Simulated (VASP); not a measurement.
```
CELL_PARAMETERS angstrom
     -1.65000     1.65000     1.65000
      1.65000    -1.65000     1.65000
      1.65000     1.65000    -1.65000
ATOMIC_POSITIONS crystal
  Ta 0.00000 0.00000 0.00000
```

Calculation: PBE GGA, VASP's PBE PAW potentials (set 64) (plane waves; VASP 6.6.1). Run with 400 eV cut-off, 14×14×14 Γ-centred mesh, Fermi-Dirac smearing of 0.30 eV, potentials Ta_pv.

### Question
Give the stress tensor in GPa (positive for a compressed cell).

### Answer

```
5.25  0.00  0.00
0.00  5.25  0.00
0.00  0.00  5.25
```
The pressure is its mean diagonal, 5.25 GPa.

The compound is Ta in the bcc structure. The cell was not relaxed at this level. The run is one of a series of settings (ISMEAR = -1, SIGMA = 0.3 against the base run), some of them coarse on purpose.
